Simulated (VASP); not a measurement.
# Relaxed cell of Mo: a test of cutoff and mesh, part 2 of 2

How far does the relaxed cell of Mo depend on cutoff and k mesh? The starting structure is a measured crystal structure from the Crystallography Open Database. The first relaxation on each setting starts from this cell expanded by 3 % in volume.

VASP 6.6.1.

Results so far: reference 15.36 Å³ an atom; a cutoff of 240 eV 14.88 Å³ an atom; an 11×11×11 mesh 15.35 Å³ an atom.

**5. Relaxation with a cutoff of 600 eV (continued)**

Level of this step: PBEsol; plane waves and PAW (Mo_sv) (VASP).

OUTCAR, selected parts (step 5):

```text
  Total       -0.0012164     -0.0012164     -0.0012164      0.0000000     -0.0000000      0.0000000
  in kB       -0.1268963     -0.1268963     -0.1268963      0.0000000     -0.0000000      0.0000000
  external PRESSURE =      -0.1268963 kB  Pullay stress =       0.0000000 kB

 POSITION                                       TOTAL-FORCE (eV/Angst)
 -----------------------------------------------------------------------------------
      0.00000      0.00000      0.00000         0.000000      0.000000      0.000000
 -----------------------------------------------------------------------------------
    total drift:                                0.000000      0.000000      0.000000

  FREE ENERGIE OF THE ION-ELECTRON SYSTEM (eV)
  ---------------------------------------------------
  free  energy   TOTEN  =       -11.7799641427 eV

  energy  without entropy=      -11.7794643826  energy(sigma->0) =      -11.77979756

[... 2 parts as in an earlier step ...]

[... 2 further parts left out ...]
[key lines of the parts left out:]
E-fermi :  12.7679
```

With a cutoff of 600 eV the cell ends at 15.359 Å³ an atom, +0.02 % from the reference.

**6. Relaxation with a 28×28×28 mesh**

Against step 2 the input has a 28×28×28 mesh. This run starts from the cell of an earlier relaxation, which isn't shown; the restart sets up the plane waves anew.

Contents of INCAR:

```
SYSTEM = Mo
PREC = Accurate
ENCUT = 450
EDIFF = 1E-06
NELM = 100
ISMEAR = 1
SIGMA = 0.15
LREAL = .FALSE.
ALGO = Normal
GGA = PS
NBANDS = 13
LASPH = .TRUE.
LORBIT = 11
LWAVE = .FALSE.
LCHARG = .FALSE.
KPAR = 4
IBRION = 2
NSW = 50
ISIF = 3
EDIFFG = -0.006
```

Contents of POSCAR:

```
Mo
1.0
   -1.5658959884      1.5658959884      1.5658959884
    1.5658959884     -1.5658959884      1.5658959884
    1.5658959884      1.5658959884     -1.5658959884
Mo
1
Direct
    0.0000000000      0.0000000000      0.0000000000
```

Contents of KPOINTS:

```
Automatic mesh
0
Gamma
28 28 28
0 0 0
```

PAW data sets: Mo_sv (PBE family, release 64).

On the command line:

```sh
mpirun -np 4 vasp_std
```

What it wrote:

```text
[... set-up lines as in an earlier step ...]
 entering main loop
       N       E                     dE             d eps       ncg     rms          rms(c)
DAV:   1     0.813768743669E+02    0.81377E+02   -0.74535E+03 16412   0.996E+02
DAV:   2    -0.115460343614E+02   -0.92923E+02   -0.89484E+02 18584   0.291E+02
DAV:   3    -0.125305604327E+02   -0.98453E+00   -0.98237E+00 18199   0.299E+01
DAV:   4    -0.125326819287E+02   -0.21215E-02   -0.21215E-02 18159   0.169E+00
[...]
DAV:   9    -0.117767511612E+02    0.15475E-04   -0.97546E-05 19142   0.119E-01    0.829E-02
DAV:  10    -0.117767579346E+02   -0.67734E-05   -0.90336E-06 16864   0.348E-02    0.577E-03
DAV:  11    -0.117767581338E+02   -0.19916E-06   -0.13605E-07  9252   0.398E-03
   1 F= -.11776758E+02 E0= -.11776679E+02  d E =-.117768E+02
[...]
N       E                     dE             d eps       ncg     rms          rms(c)
DAV:   1    -0.117770306318E+02   -0.27270E-03   -0.59505E-03 16489   0.102E+00    0.195E-01
DAV:   2    -0.117767637698E+02    0.26686E-03   -0.40951E-04 16339   0.254E-01    0.325E-02
DAV:   3    -0.117767445658E+02    0.19204E-04   -0.59971E-05 17159   0.957E-02    0.293E-02
DAV:   4    -0.117767479688E+02   -0.34030E-05   -0.15301E-06 14618   0.129E-02    0.113E-03
DAV:   5    -0.117767479919E+02   -0.23086E-07   -0.11257E-07  8347   0.415E-03
   2 F= -.11776748E+02 E0= -.11776670E+02  d E =0.101419E-04
 trial-energy change:    0.000010  1 .order    0.000011   -0.000011    0.000032
 step:   0.2577(harm=  0.2577)  dis= 0.00000  next Energy=   -11.776760 (dE=-0.145E-05)
[...]
N       E                     dE             d eps       ncg     rms          rms(c)
DAV:   1    -0.117769160293E+02   -0.16806E-03   -0.32772E-03 16464   0.760E-01    0.144E-01
DAV:   2    -0.117767708800E+02    0.14515E-03   -0.22677E-04 16334   0.189E-01    0.241E-02
DAV:   3    -0.117767598663E+02    0.11014E-04   -0.32929E-05 17059   0.709E-02    0.215E-02
DAV:   4    -0.117767596740E+02    0.19226E-06   -0.83562E-07 12912   0.957E-03
   3 F= -.11776760E+02 E0= -.11776681E+02  d E =-.154023E-05
[...]
reached required accuracy - stopping structural energy minimisation
```

It took 18 s on 4 MPI ranks of Intel Xeon 6975P-C (Granite Rapids), shared host; peak memory 0.81 GiB.

OUTCAR, selected parts (step 6):

```text
  Total        0.0034110      0.0034110      0.0034110     -0.0000000      0.0000000      0.0000000
  in kB        0.3559483      0.3559483      0.3559483     -0.0000000      0.0000000      0.0000000
  external PRESSURE =       0.3559483 kB  Pullay stress =       0.0000000 kB

 POSITION                                       TOTAL-FORCE (eV/Angst)
 -----------------------------------------------------------------------------------
      0.00000     -0.00000      0.00000         0.000000     -0.000000      0.000000
 -----------------------------------------------------------------------------------
    total drift:                                0.000000     -0.000000     -0.000000

  FREE ENERGIE OF THE ION-ELECTRON SYSTEM (eV)
  ---------------------------------------------------
  free  energy   TOTEN  =       -11.7767596740 eV

  energy  without entropy=      -11.7765234017  energy(sigma->0) =      -11.77668092

[... 1 part as in an earlier step ...]

[... 3 further parts left out ...]
[key lines of the parts left out:]
E-fermi :  12.8006
```

With a 28×28×28 mesh the cell ends at 15.353 Å³ an atom, -0.01 % from the reference.

**7. All runs side by side**

```csv
run,volume (Å³/atom),change (%),pressure left (GPa),core minutes
reference,15.355,-,0.04,1.87
a cutoff of 240 eV,14.878,-3.11,0.02,0.84
an 11×11×11 mesh,15.354,-0.01,0.02,0.613
a cutoff of 600 eV,15.359,0.02,-0.01,2.04
a 28×28×28 mesh,15.353,-0.01,0.04,4.04
```

Core minutes are wall time times ranks, summed over the relaxations behind a row (those for a bulk modulus apart), on shared hosts.

**8. Summary of results**

```json
{
 "volume of the reference": "15.36 Å³/atom",
 "volume against the reference, a cutoff of 240 eV": "-3.11 %",
 "volume against the reference, an 11×11×11 mesh": "-0.01 %",
 "volume against the reference, a cutoff of 600 eV": "+0.02 %",
 "volume against the reference, a 28×28×28 mesh": "-0.01 %"
}
```

The volume moves most with a cutoff of 240 eV: -3.11 % against the reference (450 eV, 20×20×20 mesh). On finer settings it changes by +0.02 % with a cutoff of 600 eV and -0.01 % with a 28×28×28 mesh. The relaxations stop with up to 0.04 GPa left, which at a bulk modulus of 50 GPa, to name a scale, is 0.07 % of the volume. That understates it: a restart alone still moved the volume by up to 1.3 %. A cell that shrinks at the lower cutoff is the usual mark of Pulay stress, the error that a plane-wave basis makes when it is kept while the volume changes. Further runs on this material are not shown.

[Lines on the potential files, build, host, timing and source positions are cut from VASP's logs without a mark.]

[Logs are printed without paths, hosts, clocks, repeated set-up lines and the standing remarks that a program may print on its own settings, such as how far it seeks lower states.]

[Hosts, paths, dates, database ids (printed as entryN), source tags and the programs' standing remarks are cut or masked in the printed files.]
